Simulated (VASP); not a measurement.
Output of a VASP run:

File OSZICAR:
```
       N       E                     dE             d eps       ncg     rms          rms(c)
DAV:   1    -0.336885583869E+02   -0.33689E+02   -0.60042E+03  2360   0.932E+02
DAV:   2    -0.913879560940E+02   -0.57699E+02   -0.51995E+02  2748   0.174E+02
DAV:   3    -0.929670874068E+02   -0.15791E+01   -0.15601E+01  2848   0.282E+01
DAV:   4    -0.929798398136E+02   -0.12752E-01   -0.12748E-01  2696   0.303E+00
DAV:   5    -0.929800413169E+02   -0.20150E-03   -0.20149E-03  2848   0.403E-01    0.779E+00
DAV:   6    -0.892229617187E+02    0.37571E+01   -0.80161E-01  2464   0.912E+00    0.495E+00
DAV:   7    -0.890869169531E+02    0.13604E+00   -0.91159E+00  2400   0.340E+01    0.630E+00
DAV:   8    -0.893550255823E+02   -0.26811E+00   -0.19974E-01  2668   0.398E+00    0.695E+00
DAV:   9    -0.893606830934E+02   -0.56575E-02   -0.63938E-02  2376   0.285E+00    0.616E+00
DAV:  10    -0.895679275197E+02   -0.20724E+00   -0.16259E+01  2600   0.418E+01    0.703E+00
DAV:  11    -0.891465188160E+02    0.42141E+00   -0.19051E+00  2368   0.150E+01    0.293E+00
DAV:  12    -0.891250427733E+02    0.21476E-01   -0.75861E-01  2368   0.896E+00    0.167E+00
DAV:  13    -0.890987687299E+02    0.26274E-01   -0.91425E-02  2460   0.346E+00    0.153E+00
DAV:  14    -0.891198518086E+02   -0.21083E-01   -0.34233E-03  2728   0.619E-01    0.163E+00
DAV:  15    -0.890803459764E+02    0.39506E-01   -0.13355E-01  2348   0.362E+00    0.145E+00
DAV:  16    -0.892318626687E+02   -0.15152E+00   -0.36451E-01  2300   0.639E+00    0.117E+00
DAV:  17    -0.890398193714E+02    0.19204E+00   -0.19559E-01  2288   0.480E+00    0.106E+00
DAV:  18    -0.891023429272E+02   -0.62524E-01   -0.52223E-02  2324   0.241E+00    0.966E-01
DAV:  19    -0.891427696391E+02   -0.40427E-01   -0.61062E-02  2312   0.297E+00    0.710E-01
DAV:  20    -0.891400589072E+02    0.27107E-02   -0.39393E-03  2484   0.643E-01    0.669E-01
DAV:  21    -0.891387507946E+02    0.13081E-02   -0.95416E-04  2668   0.335E-01    0.636E-01
DAV:  22    -0.891356627640E+02    0.30880E-02   -0.10628E-02  2284   0.109E+00    0.577E-01
DAV:  23    -0.891362782968E+02   -0.61553E-03   -0.24115E-03  2404   0.574E-01    0.539E-01
DAV:  24    -0.891363003067E+02   -0.22010E-04   -0.17976E-03  2328   0.449E-01    0.429E-01
DAV:  25    -0.891361945896E+02    0.10572E-03   -0.64573E-04  2360   0.289E-01    0.324E-01
DAV:  26    -0.891357460187E+02    0.44857E-03   -0.11780E-03  2296   0.382E-01    0.253E-01
DAV:  27    -0.891355085990E+02    0.23742E-03   -0.32651E-04  2404   0.207E-01    0.162E-01
DAV:  28    -0.891354320586E+02    0.76540E-04   -0.90800E-05  2488   0.103E-01    0.124E-01
DAV:  29    -0.891353860706E+02    0.45988E-04   -0.40783E-04  2348   0.228E-01    0.560E-02
DAV:  30    -0.891354269556E+02   -0.40885E-04   -0.10376E-04  2536   0.108E-01    0.491E-02
DAV:  31    -0.891354039607E+02    0.22995E-04   -0.36353E-05  2320   0.755E-02    0.432E-02
DAV:  32    -0.891353615024E+02    0.42458E-04   -0.73492E-05  2316   0.955E-02    0.238E-02
DAV:  33    -0.891353561346E+02    0.53677E-05   -0.52298E-05  2452   0.765E-02    0.846E-03
DAV:  34    -0.891353558080E+02    0.32669E-06   -0.26205E-06  2400   0.169E-02
   1 F= -.89135356E+02 E0= -.89135082E+02  d E =-.822634E-03
```

OUTCAR:
```
------------------------ aborting loop because EDIFF is reached ----------------------------------------
  FORCE on cell =-STRESS in cart. coord.  units (eV):
  Direction    XX          YY          ZZ          XY          YZ          ZX
  --------------------------------------------------------------------------------------
  Total       -2.6041755     -2.8184943     -1.9060917      0.0000000      0.0000000      0.0000000
  in kB      -78.2108015    -84.6474070    -57.2453579      0.0000000      0.0000000      0.0000000
  external PRESSURE =     -73.3678555 kB  Pullay stress =       0.0000000 kB
  volume of cell :       53.35
      direct lattice vectors                 reciprocal lattice vectors
     0.000000000  3.034751000  2.928347000    -0.166583319  0.164758163  0.170744792
     3.001501000  0.000000000  2.928347000     0.166583319 -0.164758163  0.170744792
     3.001501000  3.034751000  0.000000000     0.166583319  0.164758163 -0.170744792
 POSITION                                       TOTAL-FORCE (eV/Angst)
 -----------------------------------------------------------------------------------
      1.50075      1.51738      1.46417         0.357613      0.000000      0.000000
      4.50225      4.55213      4.39252         0.357613      0.000000      0.000000
      0.09047      3.03475      2.92835        -0.715226      0.000000      0.000000
 -----------------------------------------------------------------------------------
    total drift:                               -0.000948     -0.000008     -0.000009
  FREE ENERGIE OF THE ION-ELECTRON SYSTEM (eV)
  ---------------------------------------------------
  free  energy   TOTEN  =       -89.1353558080 eV

  energy  without entropy=      -89.1345331740  energy(sigma->0) =      -89.13508160
```
(Selected blocks of OUTCAR.)

File POSCAR:
```
PtAl2
1
    0.0000000000     3.0347510000     2.9283470000
    3.0015010000     0.0000000000     2.9283470000
    3.0015010000     3.0347510000     0.0000000000
Al Pt
2 1
Direct
  0.2500000000   0.2500000000   0.2500000000
  0.7500000000   0.7500000000   0.7500000000
 -0.0150700000   0.0150700000   0.0150700000
```

Problem. Reconstruct the remaining input files.

Solution. Several could match; the one computed here: the input of the run itself, SCAN meta-GGA, plane waves, VASP's PBE PAW potentials (set 64).

### KPOINTS
```
Automatic
0
gamma
  8 8 8
```

INCAR:
```
! general
SYSTEM  = PtAl2
PREC    = Accurate
ENCUT   = 400
LREAL   = F
LASPH   = T

! electronic loop
EDIFF   = 1E-6
NELM    = 100
ALGO    = Normal
LMAXMIX = 6
LMIXTAU = T

! smearing
ISMEAR  = 1
SIGMA   = 0.1

! functional
METAGGA = SCAN

! ions
ISIF    = 2

! output
LWAVE   = F
LCHARG  = F
```

POTCAR, in this order: Al Pt (PBE.64 set). Program: vasp_std.

The compound is PtAl2 in the fluorite structure. The cell was not relaxed at this level, atoms are displaced from their ideal sites. The run is one of a series of settings (GGA removed, LMIXTAU = .TRUE., METAGGA = SCAN against the base run), some of them coarse on purpose.
